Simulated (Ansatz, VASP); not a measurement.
## Cross-check of HfC between VASP and Ansatz

One calculation is typed for both programs; each brings its own data sets. How far apart do they land? The cell is taken from a series of runs on this material, whose earlier steps may have relaxed, scaled, displaced or heated it; both programs get it as it stands.

Method: plane waves, with VASP 6.6.1 beside it; zone-centre phonons at LDA, in Ansatz 0.2.0.

## Step 1: Set-up

Symmetry: I4/mmm, No. 139, tetragonal system. The conventional cell has a = 3.239 Å, b = 3.239 Å, c = 4.527 Å, α = 90.00°, β = 90.00°, γ = 90.00°. C has 6 Hf at 2.26 to 2.29 Å nearest. Nearest to Hf lie 6 C at 2.26 to 2.29 Å. Farther neighbours are not listed.

## Step 2: VASP: zone-centre phonons, LDA

Second derivatives magnify differences that forces hide, and they need a tight electronic threshold.

Lines of VASP's logs that name or quote its potential files are left out, and so is its time.

File INCAR:

```
SYSTEM = HfC
PREC = Accurate
ENCUT = 600
EDIFF = 1E-08
NELM = 120
ISMEAR = 1
SIGMA = 0.2
LREAL = .FALSE.
ALGO = Normal
GGA = CA
NBANDS = 13
LASPH = .TRUE.
LORBIT = 11
LWAVE = .FALSE.
LCHARG = .FALSE.
ISIF = 2
IBRION = 8
GGA_COMPAT = .FALSE.
KPAR = 2
```

File POSCAR:

```
HfC
1.0
    0.0000000000      2.2901813978      2.2635088719
    2.2901813978      0.0000000000      2.2635088719
    2.2901813978      2.2901813978      0.0000000000
C Hf
1 1
Direct
    0.0000000000      0.0000000000      0.0000000000
    0.5000000000      0.5000000000      0.5000000000
```

File KPOINTS:

```
Automatic mesh
0
Gamma
16 16 16
0 0 0
```

PAW data sets: C and Hf_pv (LDA family, release 64).

Run with:

```
$ mpirun -np 2 vasp_std
```

Numbers of over 12 decimals in the logs are rounded to 6 here.

Log:

```text
[banner, memory and clock lines left out]
running    2 mpi-ranks, on    1 nodes
 distrk:  each k-point on    1 cores,    2 groups
 distr:  one band on    1 cores,    1 groups

 POSCAR found type information on POSCAR C Hf
 POSCAR found :  2 types and       2 ions
 LDA part: xc-table for (Slater(with rela. corr.)+CA(PZ))
 , standard interpolation
 POSCAR, INCAR and KPOINTS ok, starting setup
 FFT: planning ... GRIDC
 FFT: planning ... GRID_SOFT
 FFT: planning ... GRID
 WAVECAR not read
 entering main loop
       N       E                     dE             d eps       ncg     rms          rms(c)
DAV:   1     0.240742074431E+02    0.24074E+02   -0.86358E+03  9074   0.119E+03
DAV:   2    -0.242760795879E+02   -0.48350E+02   -0.45131E+02 11361   0.220E+02
DAV:   3    -0.260125749866E+02   -0.17365E+01   -0.17264E+01 11422   0.300E+01
DAV:   4    -0.260219862437E+02   -0.94113E-02   -0.94103E-02 10130   0.265E+00
DAV:   5    -0.260220502821E+02   -0.64038E-04   -0.64037E-04 11485   0.200E-01    0.642E+01
DAV:   6    -0.229805904869E+02    0.30415E+01   -0.13735E+01 10424   0.197E+01    0.453E+01
DAV:   7    -0.229113937899E+02    0.69197E-01   -0.59204E-01 10574   0.546E+00    0.253E+01
DAV:   8    -0.228961199915E+02    0.15274E-01   -0.56611E-02 11029   0.184E+00    0.534E+00
DAV:   9    -0.228910701734E+02    0.50498E-02   -0.24076E-02 10819   0.825E-01    0.184E+00
DAV:  10    -0.228906247006E+02    0.44547E-03   -0.16777E-03 11017   0.301E-01    0.555E-02
DAV:  11    -0.228906239636E+02    0.73701E-06   -0.73344E-05 10824   0.768E-02    0.613E-02
DAV:  12    -0.228906237321E+02    0.23149E-06   -0.17661E-06 11497   0.112E-02    0.276E-02
DAV:  13    -0.228906234887E+02    0.24343E-06   -0.62444E-07 10789   0.437E-03    0.148E-03
DAV:  14    -0.228906234917E+02   -0.30066E-08   -0.21265E-08 10119   0.121E-03
   1 F= -.22890623E+02 E0= -.22890411E+02  d E =-.638801E-03
 Linear response reoptimize wavefunctions to high precision
DAV:   1    -0.228906234921E+02   -0.41337E-09   -0.71349E-10  7755   0.238E-04
DAV:   2    -0.228906234921E+02   -0.72760E-11   -0.95050E-11  5997   0.880E-05
 Linear response DOF=           4
 Linear response progress:
  Degree of freedom:   1/  4
       N       E                     dE             d eps       ncg     rms          rms(c)
RMM:   1    -0.123681410405E+00   -0.12368E+00    0.18675E-02 35485   0.194E+00
RMM:   2    -0.118791053893E+00    0.48904E-02   -0.35397E-03 25883   0.364E-01    0.438E-01
RMM:   3    -0.119108548055E+00   -0.31749E-03   -0.72722E-04 23509   0.154E-01    0.226E-01
RMM:   4    -0.120066113108E+00   -0.95757E-03   -0.44287E-04 23927   0.116E-01    0.375E-02
RMM:   5    -0.120065366946E+00    0.74616E-06   -0.11272E-05 26709   0.247E-02    0.110E-02
RMM:   6    -0.120064282198E+00    0.10847E-05   -0.37854E-07 28713   0.409E-03    0.436E-03
RMM:   7    -0.120052882018E+00    0.11400E-04   -0.91262E-08 27885   0.205E-03    0.277E-03
RMM:   8    -0.120055670628E+00   -0.27886E-05   -0.12678E-08 29789   0.647E-04    0.275E-04
RMM:   9    -0.120055233158E+00    0.43747E-06   -0.11897E-08 31023   0.114E-04    0.209E-04
RMM:  10    -0.120055233838E+00   -0.67966E-09   -0.48817E-09 31643   0.298E-05    0.392E-05
 first order change of Fermi-energy  -0.13259E-02
 force on displaced ion       1 direction 1 :  -8.555   0.000   0.000
 Linear response progress:
  Degree of freedom:   2/  4
       N       E                     dE             d eps       ncg     rms          rms(c)
RMM:   1    -0.124875102532E+00   -0.12488E+00    0.15863E-02 19763   0.197E+00
RMM:   2    -0.119310135037E+00    0.55650E-02   -0.38554E-03 14538   0.376E-01    0.499E-01
RMM:   3    -0.119625623732E+00   -0.31549E-03   -0.77921E-04 13206   0.160E-01    0.259E-01
RMM:   4    -0.120612817614E+00   -0.98719E-03   -0.46112E-04 13349   0.119E-01    0.407E-02
RMM:   5    -0.120606680407E+00    0.61372E-05   -0.12133E-05 14869   0.258E-02    0.119E-02
RMM:   6    -0.120607257056E+00   -0.57665E-06   -0.38618E-07 15979   0.419E-03    0.454E-03
RMM:   7    -0.120594682009E+00    0.12575E-04   -0.10645E-07 15409   0.223E-03    0.285E-03
RMM:   8    -0.120598132473E+00   -0.34505E-05   -0.13699E-08 16564   0.681E-04    0.315E-04
RMM:   9    -0.120597591355E+00    0.54112E-06   -0.10390E-09 17228   0.125E-04    0.193E-04
RMM:  10    -0.120597552787E+00    0.38569E-07   -0.13089E-08 17361   0.360E-05    0.370E-05
RMM:  11    -0.120597565781E+00   -0.12994E-07   -0.50607E-09 16765   0.181E-05    0.872E-06
RMM:  12    -0.120597593602E+00   -0.27821E-07   -0.38223E-09 15896   0.131E-05    0.826E-06
RMM:  13    -0.120597592384E+00    0.12184E-08    0.29227E-09 11023   0.108E-05    0.162E-06
 first order change of Fermi-energy   0.20218E-02
 force on displaced ion       1 direction 3 :   0.000   0.000 -10.071
 Linear response progress:
  Degree of freedom:   3/  4
       N       E                     dE             d eps       ncg     rms          rms(c)
RMM:   1    -0.212666589685E+00   -0.21267E+00    0.37182E+00 18045   0.117E+01
RMM:   2    -0.208137094896E+00    0.45295E-02   -0.30052E-02 24938   0.126E+00    0.541E-01
RMM:   3    -0.207496800207E+00    0.64029E-03   -0.93522E-04 30855   0.145E-01    0.217E-01
RMM:   4    -0.207048595038E+00    0.44821E-03   -0.73647E-05 33158   0.486E-02    0.136E-01
RMM:   5    -0.206647632154E+00    0.40096E-03   -0.28433E-05 33764   0.346E-02    0.137E-02
RMM:   6    -0.206643195849E+00    0.44363E-05   -0.21328E-06 33655   0.101E-02    0.591E-03
RMM:   7    -0.206653701783E+00   -0.10506E-04    0.69314E-07 36104   0.237E-03    0.627E-03
RMM:   8    -0.206654795746E+00   -0.10940E-05   -0.18781E-06 36735   0.562E-04    0.148E-03
RMM:   9    -0.206655203178E+00   -0.40743E-06   -0.18959E-06 36620   0.278E-04    0.138E-04
RMM:  10    -0.206655506539E+00   -0.30336E-06   -0.11459E-06 35961   0.105E-04    0.919E-05
RMM:  11    -0.206655557206E+00   -0.50667E-07   -0.53302E-07 38973   0.449E-05    0.779E-05
RMM:  12    -0.206655578317E+00   -0.21111E-07   -0.26699E-07 35998   0.251E-05    0.201E-05
RMM:  13    -0.206655587395E+00   -0.90787E-08   -0.13881E-07 33000   0.182E-05    0.162E-06
RMM:  14    -0.206655586983E+00    0.41210E-09   -0.76168E-08 27155   0.151E-05    0.740E-06
 first order change of Fermi-energy   0.15314E-02
 force on displaced ion       2 direction 1 :  -8.552   0.000   0.000
 Linear response progress:
  Degree of freedom:   4/  4
       N       E                     dE             d eps       ncg     rms          rms(c)
RMM:   1    -0.211215136171E+00   -0.21122E+00    0.38318E+00 10218   0.118E+01
RMM:   2    -0.206932142703E+00    0.42830E-02   -0.30039E-02 14019   0.126E+00    0.583E-01
RMM:   3    -0.206239584733E+00    0.69256E-03   -0.94636E-04 17194   0.149E-01    0.248E-01
RMM:   4    -0.205749068061E+00    0.49052E-03   -0.84764E-05 18534   0.528E-02    0.146E-01
RMM:   5    -0.205350042385E+00    0.39903E-03   -0.30294E-05 18857   0.357E-02    0.152E-02
RMM:   6    -0.205347280111E+00    0.27623E-05   -0.32823E-06 18539   0.108E-02    0.742E-03
RMM:   7    -0.205356170773E+00   -0.88907E-05   -0.12774E-06 20249   0.253E-03    0.726E-03
RMM:   8    -0.205357276567E+00   -0.11058E-05   -0.43991E-06 20247   0.627E-04    0.187E-03
RMM:   9    -0.205357867547E+00   -0.59098E-06   -0.32816E-06 20351   0.308E-04    0.141E-04
RMM:  10    -0.205358194608E+00   -0.32706E-06   -0.20428E-06 20111   0.117E-04    0.133E-04
RMM:  11    -0.205358254482E+00   -0.59875E-07   -0.92528E-07 21549   0.512E-05    0.104E-04
RMM:  12    -0.205358282710E+00   -0.28228E-07   -0.52052E-07 20309   0.289E-05    0.425E-05
RMM:  13    -0.205358297244E+00   -0.14534E-07   -0.25644E-07 19110   0.204E-05    0.504E-06
RMM:  14    -0.205358294939E+00    0.23050E-08   -0.14698E-07 14634   0.159E-05    0.112E-05
RMM:  15    -0.205358297238E+00   -0.22996E-08   -0.71131E-08 13548   0.138E-05    0.685E-06
 first order change of Fermi-energy  -0.17868E-02
 force on displaced ion       2 direction 3 :   0.000   0.000 -10.067
 Linear response finished
```

Parts of OUTCAR (step 2):

```text
ion  position               nearest neighbor table
   1  0.000  0.000  0.000-   2 2.26   2 2.26   2 2.29   2 2.29   2 2.29   2 2.29
   2  0.500  0.500  0.500-   1 2.26   1 2.26   1 2.29   1 2.29   1 2.29   1 2.29

  LATTYP: Found a body centered tetragonal cell.
 ALAT       =     3.2388055931
 C/A-ratio  =     1.3977429684

 Subroutine GETGRP returns: Found 16 space group operations
 (whereof 16 operations were pure point group operations)

The static configuration has the point symmetry D_4h.

 Found    349 irreducible k-points:

   k-points           NKPTS =    349   k-points in BZ     NKDIM =    349   number of bands    NBANDS=     13

   dimension x,y,z NGX =    28 NGY =   28 NGZ =   28
   dimension x,y,z NGXF=    56 NGYF=   56 NGZF=   56

   ENCUT  =  600.0 eV  44.10 Ry    6.64 a.u.   6.43  6.43  6.47*2*pi/ulx,y,z

   NELECT =      14.0000    total number of electrons

 k-points in reciprocal lattice and weights: Automatic mesh
   0.00000000  0.00000000  0.00000000       0.000
   0.06250000 -0.00000000  0.00000000       0.002
   0.12500000 -0.00000000  0.00000000       0.002
   0.18750000 -0.00000000  0.00000000       0.002
   0.25000000 -0.00000000  0.00000000       0.002
   0.31250000 -0.00000000  0.00000000       0.002
   0.37500000 -0.00000000  0.00000000       0.002
   0.43750000 -0.00000000  0.00000000       0.002
   0.50000000 -0.00000000  0.00000000       0.001
[...]
-0.31250000  0.18750000  0.50000000       0.001
  -0.25000000  0.25000000  0.50000000       0.000

 average (electrostatic) potential at core
       1 -51.4111       2 -35.0089

  Total        0.0813018      0.0813018      0.9246463      0.0000000     -0.0000000      0.0000000
  in kB        5.4860403      5.4860403     62.3927692      0.0000000     -0.0000000      0.0000000
  external PRESSURE =      24.4549500 kB  Pullay stress =       0.0000000 kB

  energy-cutoff  :      600.00
  volume of cell :       23.74
      direct lattice vectors                 reciprocal lattice vectors
     0.000000000  2.290181398  2.263508872    -0.218323317  0.218323317  0.220895975
     2.290181398  0.000000000  2.263508872     0.218323317 -0.218323317  0.220895975
     2.290181398  2.290181398  0.000000000     0.218323317  0.218323317 -0.220895975

 POSITION                                       TOTAL-FORCE (eV/Angst)
 -----------------------------------------------------------------------------------
      0.00000      0.00000      0.00000        -0.000000      0.000000      0.000000
      2.29018      2.29018      2.26351         0.000000     -0.000000     -0.000000
 -----------------------------------------------------------------------------------
    total drift:                                0.000000      0.000000      0.000000

 Eigenvectors and eigenvalues of the dynamical matrix
 ----------------------------------------------------

   1 f  =   14.789140 THz    92.922909 2PiTHz  493.312620 cm-1    61.162942 meV
             X         Y         Z           dx          dy          dz
      0.000000  0.000000  0.000000     0.000000   -0.000000   -0.967975
      2.290181  2.290181  2.263509     0.000000    0.000000    0.251046

   2 f  =   13.630288 THz    85.641622 2PiTHz  454.657453 cm-1    56.370314 meV
             X         Y         Z           dx          dy          dz
      0.000000  0.000000  0.000000     0.000000    0.967974   -0.000000
      2.290181  2.290181  2.263509     0.000000   -0.251051    0.000000

   3 f  =   13.630288 THz    85.641622 2PiTHz  454.657453 cm-1    56.370314 meV
             X         Y         Z           dx          dy          dz
      0.000000  0.000000  0.000000    -0.967974    0.000000    0.000000
      2.290181  2.290181  2.263509     0.251051    0.000000    0.000000

   4 f/i=    0.000644 THz     0.004048 2PiTHz    0.021489 cm-1     0.002664 meV
             X         Y         Z           dx          dy          dz
      0.000000  0.000000  0.000000     0.000000   -0.251051    0.000000
      2.290181  2.290181  2.263509     0.000000   -0.967974    0.000000

   5 f/i=    0.000644 THz     0.004048 2PiTHz    0.021489 cm-1     0.002664 meV
             X         Y         Z           dx          dy          dz
      0.000000  0.000000  0.000000    -0.251051    0.000000    0.000000
      2.290181  2.290181  2.263509    -0.967974    0.000000    0.000000

   6 f/i=    0.000776 THz     0.004874 2PiTHz    0.025874 cm-1     0.003208 meV
             X         Y         Z           dx          dy          dz
      0.000000  0.000000  0.000000     0.000000    0.000000    0.251046
      2.290181  2.290181  2.263509     0.000000    0.000000    0.967975

 ELASTIC MODULI CONTR FROM IONIC RELAXATION (kBar)
 Direction    XX          YY          ZZ          XY          YZ          ZX
 --------------------------------------------------------------------------------
 XX           0.0000      0.0000      0.0000      0.0000      0.0000      0.0000
 YY           0.0000      0.0000      0.0000      0.0000      0.0000      0.0000
 ZZ           0.0000      0.0000      0.0000      0.0000      0.0000      0.0000
 XY           0.0000      0.0000      0.0000      0.0000      0.0000      0.0000
 YZ           0.0000      0.0000      0.0000      0.0000      0.0000      0.0000
 ZX           0.0000      0.0000      0.0000      0.0000      0.0000      0.0000
 --------------------------------------------------------------------------------
```

Harder data sets than Hf_pv exist (the GW ones), and pressures, volumes and forces can shift noticeably with them.

[end of part 1 of 2]

[Lines on the potential files, build, host, timing and source positions are cut from VASP's logs without a mark.]

[Logs are printed without paths, hosts, clocks, repeated set-up lines and the standing remarks that a program may print on its own settings, such as how far it seeks lower states.]

[Hosts, paths, dates, database ids (printed as entryN), source tags and the programs' standing remarks are cut or masked in the printed files.]
